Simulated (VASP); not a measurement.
These are HSE06 screened hybrid, VASP's PBE PAW potentials (set 64) (plane waves; VASP) values and carry that method's errors.

VASP ran on this input.

KPOINTS:
```
Automatic mesh
0
Gamma
  1 1 1
0 0 0
```

File POSCAR:
```
C36Si35
1
    4.6409808259    -8.0384148409     0.0000000000
    4.6409808259     8.0384148409     0.0000000000
    0.0000000000     0.0000000000    10.1276834094
Si C
35 36
Direct
  0.9992624039   0.9998878765   0.0004526553
  0.0011602316   0.0021658806   0.4999823340
  0.2217468224   0.1102219006   0.7503128450
  0.1106718410   0.2220648438   0.2505192357
  0.9993562566   0.3328223951   0.0004401045
  0.0012969416   0.3325022545   0.4999333387
  0.2219001446   0.4448876690   0.7502288895
  0.1111860834   0.5554969095   0.2512590602
  0.0000193074   0.6667328589   0.9999343705
  0.0000035552   0.6667144867   0.5011935034
  0.2226882186   0.7780468660   0.7498561959
  0.1111747788   0.8892261562   0.2512583996
  0.3338581014   0.9999137271   0.0004567470
  0.3342174187   0.0022296059   0.4999644158
  0.5553126496   0.1114796205   0.7510716834
  0.4445621920   0.2221415493   0.2505465098
  0.3332475718   0.3333112910   0.0008654965
  0.5563751267   0.4449221276   0.7502873059
  0.4445228647   0.5559457486   0.2504901380
  0.3339456384   0.6674231391   0.0004338526
  0.3342451366   0.6654695889   0.4999381819
  0.5553427740   0.7773040617   0.7510369571
  0.4445310326   0.8890609138   0.2510128920
  0.6666715128   0.0000884330   0.0002492438
  0.6666654958   0.0000920126   0.5009757197
  0.8894438945   0.1114028591   0.7510517994
  0.7776790005   0.2222455390   0.2510061199
  0.6667807639   0.3328722244   0.0004428581
  0.6645310016   0.3325598341   0.4999596062
  0.8887343858   0.4440352185   0.7498682063
  0.7774695327   0.5555477567   0.2512416059
  0.6667864527   0.6674689588   0.0004457186
  0.6645028972   0.6655418240   0.4999560470
  0.8886470976   0.7780303672   0.7498873259
  0.7776379451   0.8890275342   0.2509836567
  0.9993548538   0.9997915419   0.8139248692
  0.9995248241   0.0000828264   0.3123662930
  0.2099454041   0.0866534901   0.5688774433
  0.1092778636   0.2213113106   0.0603660617
  0.9994632496   0.3329857569   0.8138709350
  0.9995836941   0.3329571548   0.3123836178
  0.2101322292   0.4567088431   0.5687581755
  0.1110963572   0.5556719365   0.0616515200
  0.0000384197   0.6666928510   0.8121172177
  0.9999383974   0.6667476036   0.3131983214
  0.2234433994   0.7784653259   0.5608701215
  0.1110285139   0.8888363245   0.0617039902
  0.3337608033   0.9998210369   0.8139005203
  0.3337316585   0.0001684442   0.3124066585
  0.5556686615   0.1110989024   0.5617504041
  0.4452977944   0.2213699007   0.0603988123
  0.3333193775   0.3333216544   0.8120828682
  0.3332973582   0.3334041027   0.2892624857
  0.5798861409   0.4566836195   0.5688204755
  0.4453232451   0.5573574667   0.0603530884
  0.3337495681   0.6673090057   0.8138507142
  0.3337549525   0.6671741440   0.3123457544
  0.5556999296   0.7781698952   0.5617492812
  0.4449032420   0.8892143731   0.0623256281
  0.6666895368   0.0001129434   0.8127045102
  0.6666106041   0.0001365676   0.3132548172
  0.8886436474   0.1110832002   0.5617517869
  0.7775589832   0.2218574480   0.0622932097
  0.6669334037   0.3330473416   0.8139007146
  0.6665563219   0.3330371157   0.3124030540
  0.8882953752   0.4432697100   0.5608626361
  0.7778735987   0.5557370432   0.0616822392
  0.6668737087   0.6673146447   0.8139107570
  0.6665557086   0.6671648400   0.3123691949
  0.8882832244   0.7783701357   0.5608859082
  0.7774938774   0.8892044668   0.0623658949
```

### INCAR
```
! general
SYSTEM   = C36Si35
PREC     = Normal
ENCUT    = 400
LREAL    = Auto
LASPH    = T
ISYM     = 0
NELECT   = 285.0

! electronic loop
EDIFF    = 1E-5
NELM     = 50
NELMIN   = 4
ALGO     = Normal

! smearing
ISMEAR   = 0
SIGMA    = 0.05

! functional
GGA      = PE
LHFCALC  = T
AEXX     = 0.25
HFSCREEN = 0.2
PRECFOCK = Fast

! spin
ISPIN    = 2
MAGMOM   = 71*0.0423
NUPDOWN  = 3

! ions
ISIF     = 0

! output
LWAVE    = F
LCHARG   = F
LORBIT   = 10
```

POTCAR, in this order: Si C (PBE.64 set). Program: vasp_gam. Read from the step before: WAVECAR.

Output of the run:

OSZICAR:
```
       N       E                     dE             d eps       ncg     rms          rms(c)
DAV:   1    -0.599400733664E+03   -0.59940E+03   -0.11206E+01   720   0.783E+00    0.156E+01
DAV:   2    -0.599492683984E+03   -0.91950E-01   -0.36959E-01   784   0.129E+00    0.113E+01
DAV:   3    -0.599478491504E+03    0.14192E-01   -0.26308E-02   840   0.345E-01    0.669E+00
DAV:   4    -0.599472512672E+03    0.59788E-02   -0.46873E-03   824   0.137E-01    0.387E+00
DAV:   5    -0.599470464135E+03    0.20485E-02   -0.12467E-03   808   0.735E-02    0.221E+00
DAV:   6    -0.599469795521E+03    0.66861E-03   -0.35145E-04   808   0.412E-02    0.126E+00
DAV:   7    -0.599469578380E+03    0.21714E-03   -0.84775E-05   792   0.226E-02    0.724E-01
DAV:   8    -0.599469508643E+03    0.69737E-04   -0.28673E-05   528   0.142E-02    0.418E-01
DAV:   9    -0.599469488642E+03    0.20001E-04   -0.13763E-05   456   0.101E-02    0.236E-01
DAV:  10    -0.599469483912E+03    0.47294E-05   -0.39575E-06   424   0.542E-03
   1 F= -.59946948E+03 E0= -.59946948E+03  d E =-.166951E-13  mag=     3.0000
```

**OUTCAR**
```
------------------------ aborting loop because EDIFF is reached ----------------------------------------
  volume of cell :      755.65
      direct lattice vectors                 reciprocal lattice vectors
     4.640980826 -8.038414841  0.000000000     0.107735847 -0.062201318  0.000000000
     4.640980826  8.038414841  0.000000000     0.107735847  0.062201318  0.000000000
     0.000000000  0.000000000 10.127683409     0.000000000  0.000000000  0.098739263
  FREE ENERGIE OF THE ION-ELECTRON SYSTEM (eV)
  ---------------------------------------------------
  free  energy   TOTEN  =      -599.4694839124 eV

  energy  without entropy=     -599.4694839124  energy(sigma->0) =     -599.46948391

  exchange ACFDT corr.  =         0.00000000  see jH, gK, PRB 81, 115126

 total charge

# of ion       s       p       d       tot
------------------------------------------
    1        0.707   0.989   0.000   1.696
    2        0.711   0.999   0.000   1.710
    3        0.709   0.992   0.000   1.701
    4        0.708   0.996   0.000   1.703
    5        0.707   0.989   0.000   1.696
    6        0.711   0.999   0.000   1.710
    7        0.709   0.992   0.000   1.701
    8        0.708   0.980   0.000   1.688
    9        0.705   0.983   0.000   1.688
   10        0.707   0.978   0.000   1.685
   11        0.709   0.978   0.000   1.686
   12        0.708   0.980   0.000   1.688
   13        0.707   0.989   0.000   1.696
   14        0.711   0.999   0.000   1.710
   15        0.708   0.980   0.000   1.688
   16        0.708   0.996   0.000   1.704
   17        0.704   0.973   0.000   1.677
   18        0.709   0.992   0.000   1.701
   19        0.708   0.996   0.000   1.703
   20        0.707   0.989   0.000   1.696
   21        0.711   0.999   0.000   1.710
   22        0.708   0.980   0.000   1.688
   23        0.709   0.985   0.000   1.693
   24        0.707   0.984   0.000   1.692
   25        0.708   0.985   0.000   1.693
   26        0.708   0.980   0.000   1.688
   27        0.709   0.985   0.000   1.693
   28        0.707   0.989   0.000   1.696
   29        0.711   0.999   0.000   1.710
   30        0.709   0.977   0.000   1.686
   31        0.708   0.980   0.000   1.688
   32        0.707   0.989   0.000   1.696
   33        0.711   0.999   0.000   1.710
   34        0.709   0.977   0.000   1.686
   35        0.709   0.985   0.000   1.694
   36        0.828   1.729   0.000   2.557
   37        0.828   1.729   0.000   2.557
   38        0.861   1.642   0.000   2.503
   39        0.830   1.726   0.000   2.556
   40        0.828   1.728   0.000   2.556
   41        0.828   1.729   0.000   2.557
   42        0.861   1.642   0.000   2.502
   43        0.827   1.721   0.000   2.548
   44        0.826   1.724   0.000   2.549
   45        0.827   1.724   0.000   2.551
   46        0.837   1.701   0.000   2.538
   47        0.827   1.721   0.000   2.549
   48        0.828   1.728   0.000   2.556
   49        0.828   1.729   0.000   2.557
   50        0.830   1.725   0.000   2.555
   51        0.830   1.725   0.000   2.556
   52        0.829   1.712   0.000   2.541
   53        0.857   1.655   0.000   2.512
   54        0.861   1.641   0.000   2.502
   55        0.830   1.725   0.000   2.556
   56        0.828   1.728   0.000   2.556
   57        0.828   1.729   0.000   2.557
   58        0.830   1.725   0.000   2.556
   59        0.828   1.730   0.000   2.558
   60        0.826   1.726   0.000   2.552
   61        0.827   1.729   0.000   2.555
   62        0.830   1.725   0.000   2.556
   63        0.828   1.730   0.000   2.558
   64        0.828   1.728   0.000   2.556
   65        0.828   1.729   0.000   2.557
   66        0.837   1.701   0.000   2.538
   67        0.827   1.721   0.000   2.548
   68        0.828   1.729   0.000   2.557
   69        0.828   1.729   0.000   2.557
   70        0.837   1.701   0.000   2.538
   71        0.828   1.730   0.000   2.558
--------------------------------------------------
tot         54.750  96.316   0.000 151.066

 magnetization (x)

# of ion       s       p       d       tot
------------------------------------------
    1        0.000   0.001   0.000   0.001
    2       -0.003  -0.005   0.000  -0.008
    3       -0.003  -0.006   0.000  -0.009
    4       -0.003  -0.007   0.000  -0.010
    5        0.000   0.001   0.000   0.001
    6       -0.003  -0.005   0.000  -0.008
    7       -0.003  -0.006   0.000  -0.009
    8       -0.000  -0.000   0.000  -0.000
    9       -0.000   0.000   0.000   0.000
   10       -0.001  -0.001   0.000  -0.002
   11        0.001   0.000   0.000   0.001
   12       -0.000  -0.000   0.000  -0.000
   13        0.000   0.001   0.000   0.001
   14       -0.003  -0.005   0.000  -0.008
...
```
(Selected blocks of OUTCAR.)

The cell is charged, with a uniform compensating background. The supercell is sampled at Γ alone, which is coarse: total energies, pressure and levels can be off, energies of defects by several tenths of an eV.

The cell is a supercell with a defect, built from SiC (4h): vac_Si, charge -1. The cell's shape comes from a PBE relaxation.
